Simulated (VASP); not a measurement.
# Li3ZrN2 (I4/mmm) in VASP: notebook

Runs on Li3ZrN2. Level: PBE. Tasks: relaxation of cell and atoms.

Everything below comes from runs of VASP 6.6.1. Logs are shortened: lines on timing, memory, paths and dates and some standing lists are left out, and cuts for length are marked.

## (1) The structure

The structure is tetragonal, space group I4/mmm (No. 139). The conventional cell has a = 4.922 Å, b = 4.922 Å, c = 6.211 Å, α = 90.00°, β = 90.00°, γ = 90.00°. Li (site symmetry mmm) is surrounded by 2 N at 1.55 Å. Around Li (site symmetry 4/mmm) lie 4 Li at 2.46 Å. Zr (site symmetry 4/mmm) has 4 Li at 2.46 Å as nearest neighbours. N (site symmetry -4m2) is surrounded by 2 Li at 1.55 Å.

The cell was built by a generator and needn't be a form met in nature.

## (2) Relaxation of cell and atoms, PBE

Contents of INCAR:

```
SYSTEM = Li3ZrN2
PREC = Normal ; ENCUT = 520
EDIFF = 1E-4 ; ISMEAR = 0
SIGMA = 0.15 ; LREAL = .FALSE.
LASPH = .TRUE. ; NELM = 60
ALGO = Fast ; ISIF = 3
LWAVE = .FALSE. ; LCHARG = .FALSE.
GGA = PE ; IBRION = 2
NSW = 24 ; EDIFFG = -0.08
KPAR = 2
```

Contents of KPOINTS:

```
regular mesh
0
G
  4 4 4
  0 0 0
```

Contents of POSCAR:

```
Li3ZrN2
1.0
   -2.4608878600      2.4608878600      3.1052587900
    2.4608878600     -2.4608878600      3.1052587900
    2.4608878600      2.4608878600     -3.1052587900
Li Zr N
3 1 2
Direct
    0.5000000000      0.0000000000      0.5000000000
    0.0000000000      0.5000000000      0.5000000000
    0.5000000000      0.5000000000      0.0000000000
    0.0000000000      0.0000000000      0.0000000000
    0.7500000000      0.2500000000      0.5000000000
    0.2500000000      0.7500000000      0.5000000000
```

Potentials or basis: VASP PAW PBE potentials, release 64 (Li_sv, Zr_sv, N).

The run is started by

```sh
cat potpaw_PBE.64/Li_sv/POTCAR potpaw_PBE.64/Zr_sv/POTCAR potpaw_PBE.64/N/POTCAR > POTCAR
mpirun -np 2 vasp_std > vasp.out
```

OUTCAR:

```text
SYSTEM = Li3ZrN2
   PREC = Normal
   ENCUT = 520
   EDIFF = 1E-4
   ISMEAR = 0
   LREAL = .FALSE.
   LASPH = .TRUE.
   NELM = 60
   ISIF = 3
   GGA = PE
   IBRION = 2
   NSW = 24
   EDIFFG = -0.08

 ion  position               nearest neighbor table
   1  0.500  0.000  0.500-   5 1.55   6 1.55   3 2.46   4 2.46   3 2.46   4 2.46
   2  0.000  0.500  0.500-   5 1.55   6 1.55   3 2.46   4 2.46   4 2.46   3 2.46
   3  0.500  0.500  0.000-   1 2.46   2 2.46   1 2.46   2 2.46   4 3.11   4 3.11
   4  0.000  0.000  0.000-   1 2.46   2 2.46   2 2.46   1 2.46   3 3.11   3 3.11
   5  0.750  0.250  0.500-   1 1.55   2 1.55
   6  0.250  0.750  0.500-   1 1.55   2 1.55

  LATTYP: Found a body centered tetragonal cell.
 ALAT       =     4.9217757200
 C/A-ratio  =     1.2618448977

  Lattice vectors:

 A1 = (  -2.4608878600,   2.4608878600,   3.1052587900)
 A2 = (   2.4608878600,  -2.4608878600,   3.1052587900)
 A3 = (   2.4608878600,   2.4608878600,  -3.1052587900)

Analysis of symmetry for initial positions (statically):
=====================================================================
 Subroutine PRICEL returns:
 Original cell was already a primitive cell.

 Routine SETGRP: Setting up the symmetry group for a
 body centered tetragonal supercell.

 Subroutine GETGRP returns: Found 16 space group operations
 (whereof 16 operations were pure point group operations)
 out of a pool of 16 trial point group operations.

The static configuration has the point symmetry D_4h.

Analysis of symmetry for dynamics (positions and initial velocities):
=====================================================================
 Subroutine PRICEL returns:
 Original cell was already a primitive cell.

 Routine SETGRP: Setting up the symmetry group for a
 body centered tetragonal supercell.

 Subroutine GETGRP returns: Found 16 space group operations
 (whereof 16 operations were pure point group operations)
 out of a pool of 16 trial point group operations.

The dynamic configuration has the point symmetry D_4h.

 Subroutine INISYM returns: Found 16 space group operations
 (whereof 16 operations are pure point group operations),
 and found     1 'primitive' translations

----------------------------------------------------------------------------------------

                                     Primitive cell

  volume of cell :      75.2214

  direct lattice vectors                    reciprocal lattice vectors
[... 74 lines left out ...]
   PREC   = normal    normal or accurate (medium, high low for compatibility)
   ISTART =      0    job   : 0-new  1-cont  2-samecut
   ICHARG =      2    charge: 1-file 2-atom 10-const
   ISPIN  =      1    spin polarized calculation?
   LNONCOLLINEAR =      F non collinear calculations
   LSORBIT =      F    spin-orbit coupling
   LASPH  =      T    aspherical Exc in radial PAW
   ENCUT  =  520.0 eV  38.22 Ry    6.18 a.u.   8.67  8.67  8.67*2*pi/ulx,y,z
   NELM   =     60;   NELMIN=  2; NELMDL= -5     # of ELM steps
   EDIFF  = 0.1E-03   stopping-criterion for ELM
   LREAL  =      F    real-space projection
   EDIFFG = -.8E-01   stopping-criterion for IOM
   NSW    =     24    number of steps for IOM
   IBRION =      2    ionic relax: 0-MD 1-quasi-New 2-CG
   NFREE  =      1    steps in history (QN), initial steepest desc. (CG)
   ISIF   =      3    stress and relaxation
   ISYM   =      2    0-nonsym 1-usesym 2-fastsym
   POTIM  = 0.5000    time-step for ionic-motion
   TEBEG  =    0.0;   TEEND  =   0.0 temperature during run
   PSTRESS=    0.0 pullay stress
   NELECT =      31.0000    total number of electrons
   NUPDOWN=      -1.0000    fix difference up-down
   EMIN   =  10.00;   EMAX   =-10.00  energy-range for DOS
   EFERMI =   0.00;   METHOD = LEGACY
   ISMEAR =     0;   SIGMA  =   0.15  broadening in eV -4-tet -1-fermi 0-gaus
   EFERMI_NEDOS =   21; number of points for ismear=-14 and -15
   IALGO  =     68    algorithm
   IMIX   =      4    mixing-type and parameters
     AMIX     =   0.40;   BMIX     =  1.00
     AMIX_MAG =   1.60;   BMIX_MAG =  1.00
  volume/ion in A,a.u.               =      12.54        84.60
  Fermi-wavevector in a.u.,A,eV,Ry     =   1.218283  2.302221 20.193956  1.484214
  Thomas-Fermi vector in A             =   2.353575
   LORBIT       =      0    0 simple, 1 ext, 2 COOP (PROOUT), +10 PAW based schemes
   GGA     = PE    functional components
   LHFCALC =     F    Hartree Fock is set to
   AEXX    =    0.0000 exact exchange contribution
   IVDW    =     0    specifies the selected vdW correction
   LEPSILON=     F    determine dielectric tensor
   LRPA    =     F    only Hartree local field effects (RPA)
 conjugate gradient relaxation of ions
 non-spin polarized calculation
 RMM-DIIS sequential band-by-band and
 Gauss-broadening in eV      SIGMA  =   0.15
  energy-cutoff  :      520.00
  volume of cell :       75.22
 maximum number of plane-waves:      2032
   NGX = 17   NGY = 17   NGZ = 17

--------------------------------------- Ionic step        1  -------------------------------------------

 number of electron      31.0000087 magnetization

 Free energy of the ion-electron system (eV)
  ---------------------------------------------------
  ext. energy  EPLUGINS =         0.00000000
  ---------------------------------------------------
  free energy    TOTEN  =       -25.49715461 eV

  energy without entropy =      -25.46351132  energy(sigma->0) =      -25.48033296

------------------------ aborting loop EDIFF was not reached (unconverged)  ----------------------------

  FORCE on cell =-STRESS in cart. coord.  units (eV):
  Direction    XX          YY          ZZ          XY          YZ          ZX
  --------------------------------------------------------------------------------------
  -------------------------------------------------------------------------------------
  Total       -3.3689593     -3.3689593     16.8585356      0.0000000     -0.0000000      0.0000000
  in kB      -71.7571046    -71.7571046    359.0781605      0.0000000     -0.0000000      0.0000000
  external PRESSURE =      71.8546504 kB  Pullay stress =       0.0000000 kB
[... 227 lines left out ...]
--------------------------------------- Ionic step        7  -------------------------------------------

 number of electron      31.0000046 magnetization

 Free energy of the ion-electron system (eV)
  ---------------------------------------------------
  ext. energy  EPLUGINS =         0.00000000
  ---------------------------------------------------
  free energy    TOTEN  =       -26.27077240 eV

  energy without entropy =      -26.23897890  energy(sigma->0) =      -26.25487565

 E-fermi :   4.6498     XC(G=0):  -9.7263

 val. band max:        4.5892383001   @ k =   0.0000   0.0000   0.0000
 cond. band min:       4.7051962748   @ k =   0.5000  -0.0000   0.0000
 fundamental gap:      0.1159579747
 Fermi energy:         4.6498176017

 k-point     1 :       0.0000    0.0000    0.0000
  band No.  band energies     occupation
      1     -45.7850      2.00000
      2     -42.5805      2.00000
      3     -39.7206      2.00000
      4     -39.7188      2.00000
      5     -23.7922      2.00000
      6     -23.7922      2.00000
[... 308 lines left out ...]
  FREE ENERGIE OF THE ION-ELECTRON SYSTEM (eV)
  ---------------------------------------------------
  free  energy   TOTEN  =       -26.2707723953 eV

  energy  without entropy=      -26.2389788993  energy(sigma->0) =      -26.25487565

 reached required accuracy - stopping structural energy minimisation
```

CONTCAR:

```text
Li3ZrN2
   1.00000000000000
    -2.3901827332556902    2.3901827332556902    3.3128787126593449
     2.3901827332556902   -2.3901827332556902    3.3128787126593449
     2.3901827332556902    2.3901827332556902   -3.3128787126593449
  Li              Zr              N
     3     1     2
Direct
     0.5000000000000000    0.0000000000000000    0.5000000000000000
     0.0000000000000000    0.5000000000000000    0.5000000000000000
     0.5000000000000000    0.5000000000000000    0.0000000000000000
     0.0000000000000000    0.0000000000000000    0.0000000000000000
     0.7500000000000000    0.2500000000000000    0.5000000000000000
     0.2500000000000000    0.7500000000000000    0.5000000000000000

  0.00000000E+00  0.00000000E+00  0.00000000E+00
  0.00000000E+00  0.00000000E+00  0.00000000E+00
  0.00000000E+00  0.00000000E+00  0.00000000E+00
  0.00000000E+00  0.00000000E+00  0.00000000E+00
  0.00000000E+00  0.00000000E+00  0.00000000E+00
  0.00000000E+00  0.00000000E+00  0.00000000E+00
```

Run time: 2 min. Hardware: 2 MPI ranks of Intel Xeon Platinum 8259CL at 2.50GHz (Skylake/Cascade Lake), shared host; peak memory 0.17 GiB.

The run converged, but some of its settings lie outside the range that counts as converged, so its numbers aren't taken as properties of the crystal.

Results:

| Item | Value |
| --- | --- |
| Free energy | -26.2708 eV |
| Relaxed volume | 12.62 Å³/atom |
| Relaxed cell | a = 4.733 Å, b = 4.733 Å, c = 4.733 Å, α = 119.34°, β = 119.34°, γ = 91.15° |
| Space group after relaxing (to 0.05 Å) | I4/mmm (No. 139) |
| Energy gained by relaxing | 128.9 meV/atom |
| Ionic steps | 7 |
| Band gap on the k mesh | none (metal or under the smearing width) |

Caveat: the k mesh is coarse (spacing up to 0.45 Å⁻¹), so the values aren't converged; the cutoff is under 1.25 times the usual one of these potentials, so pressure, stress and relaxed cells hold a basis-set (Pulay) error.

## (3) Relaxation of cell and atoms, PBE

This run uses another cell than the first one, of 12.11 Å³/atom, 0.966 times its volume.

INCAR is that of step 2.

Contents of KPOINTS:

```
regular mesh
0
G
  3 3 4
  0 0 0
```

Contents of POSCAR:

```
Li3ZrN2
1.0
    4.9598044900      0.0000000000      0.0000000000
   -2.4799022400      4.2953166800      0.0000000000
    0.0000000000      0.0000000000      3.4093068200
Li Zr N
3 1 2
Direct
    0.5000000000      0.0000000000      0.5000000000
    0.0000000000      0.5000000000      0.5000000000
    0.5000000000      0.5000000000      0.5000000000
    0.0000000000      0.0000000000      0.0000000000
    0.3333333300      0.6666666700      0.5000000000
    0.6666666700      0.3333333300      0.5000000000
```

Potentials or basis: VASP PAW PBE potentials, release 64 (Li_sv, Zr_sv, N).

The run is started by

```sh
cat potpaw_PBE.64/Li_sv/POTCAR potpaw_PBE.64/Zr_sv/POTCAR potpaw_PBE.64/N/POTCAR > POTCAR
mpirun -np 2 vasp_std > vasp.out
```

Wall time 1.7 min (2 MPI ranks of Intel Xeon Platinum 8259CL at 2.50GHz (Skylake/Cascade Lake), shared host); peak memory 0.15 GiB.

The run converged, but some of its settings lie outside the range that counts as converged, so its numbers aren't taken as properties of the crystal.

What came out:

| Quantity | Value |
| --- | --- |
| Free energy | -24.7865 eV |
| Relaxed volume | 13.83 Å³/atom |
| Relaxed cell | a = 5.909 Å, b = 5.909 Å, c = 2.745 Å, α = 90.00°, β = 90.00°, γ = 120.00° |
| Space group after relaxing (to 0.05 Å) | P6/mmm (No. 191) |
| Energy gained by relaxing | 761.2 meV/atom |
| Ionic steps | 7 |
| Band gap on the k mesh | none (metal or under the smearing width) |

Caveat: the k mesh is coarse (spacing up to 0.49 Å⁻¹), so the values aren't converged; the cutoff is under 1.25 times the usual one of these potentials, so pressure, stress and relaxed cells hold a basis-set (Pulay) error.
